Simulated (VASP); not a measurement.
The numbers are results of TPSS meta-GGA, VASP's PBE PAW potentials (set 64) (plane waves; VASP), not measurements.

VASP input:

File KPOINTS:
```
Regular mesh
0
gamma
11 11 11
0 0 0
```

**POSCAR**
```
C
1
    0.0000000000     1.7835000000     1.7835000000
    1.7835000000     0.0000000000     1.7835000000
    1.7835000000     1.7835000000     0.0000000000
C
2
Direct
  0.0000000000   0.0000000000   0.0000000000
  0.2500000000   0.2500000000   0.2500000000
```

INCAR:
```
LCHARG  =  .FALSE.
PREC  =  Accurate
ENCUT  =  520
ISMEAR  =  0
NSW  =  60
ALGO  =  Normal   ! blocked Davidson
METAGGA  =  TPSS
EDIFF  =  1E-6
IBRION  =  2   ! conjugate gradients
LASPH  =  .TRUE.   ! aspherical one-centre terms
LWAVE  =  .FALSE.
SIGMA  =  0.05
LMIXTAU  =  .TRUE.
EDIFFG  =  -0.01   ! ionic stop
LREAL  =  .FALSE.
NELM  =  100   ! most electronic steps
ISIF  =  3
SYSTEM  =  C
```

POTCAR, in this order: C (PBE.64 set). Program: vasp_std.

Task: What will the output report for the number of irreducible k-points (NKPTS), largest plane-wave count, number of space-group operations, FFT grid (NGX, NGY, NGZ)?

Result: 
```yaml
number of irreducible k-points (NKPTS): 56
largest_plane_wave_count: 316
number_of_space_group_operations: 48
FFT grid (NGX, NGY, NGZ): 20 × 20 × 20
```

The compound is C in the diamond structure. This run relaxes it. Symmetry was kept, so distortions that lower it aren't found.
